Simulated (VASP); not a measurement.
Set up this calculation in VASP 6.6.1, as the native input.

| Property | Result |
| --- | --- |
| Task | single point |
| Functional | PBE |
| Potentials or basis | VASP PAW PBE potentials, release 64 (Be, Cl) |
| Cutoff | 520 eV |
| k mesh | 8 × 8 × 8 |
| Occupations | gaussian, width 0.1 eV |
| Spin | no spin polarisation |
| Dipole correction | no |
| Further INCAR settings | ALGO = Normal; EDIFF = 1e-07; NBANDS = 30 |

The structure of Be3Cl5 lies in POSCAR:

```
Be3Cl5
1.0
    5.3492637719      0.0000000000      0.0000000000
    0.0000000000      5.3492637719      0.0000000000
    0.0000000000      0.0000000000      5.3492637719
Be Cl
3 5
Direct
    0.0000000000      0.5000000000      0.5000000000
    0.5000000000      0.0000000000      0.5000000000
    0.5000000000      0.5000000000      0.0000000000
    0.5000000000      0.0000000000      0.0000000000
    0.0000000000      0.5000000000      0.0000000000
    0.0000000000      0.0000000000      0.5000000000
    0.0000000000      0.0000000000      0.0000000000
    0.5000000000      0.5000000000      0.5000000000
```

The cell was built by a generator and needn't be a form met in nature.

The cell isn't the ideal one: random cell by space group and Wyckoff sites (Pm-3m, No. 221).

One way to write it, as run:

INCAR

```
  PREC = Accurate
  ENCUT = 520
  EDIFF = 1E-7
  ISMEAR = 0
  SIGMA = 0.1
  LREAL = F
  LASPH = T
  NELM = 80
  ALGO = Normal
  ISIF = 2
  LWAVE = F
  LCHARG = T
  GGA = PE
  LELF = T
  LVHAR = T
  NBANDS = 30
```

KPOINTS

```
regular mesh
0
Gamma
  8 8 8
```

Potentials or basis: VASP PAW PBE potentials, release 64 (Be, Cl).

The run is started by

```sh
$ cat potpaw_PBE.64/Be/POTCAR potpaw_PBE.64/Cl/POTCAR > POTCAR
$ mpirun -np 1 vasp_std > vasp.out
```

Results of the run:

```
Pressure               : -0.1 GPa
Band gap on the k mesh : none (metal or under the smearing width)
```

Caveat: an odd number of electrons without spin polarisation forces a metal; a magnetic or distorted state may lie lower.

It took 3.2 min on 1 thread of Intel(R) Xeon(R) Platinum 8488C (Sapphire Rapids), with other jobs on the host, peak memory 0.3 GiB.
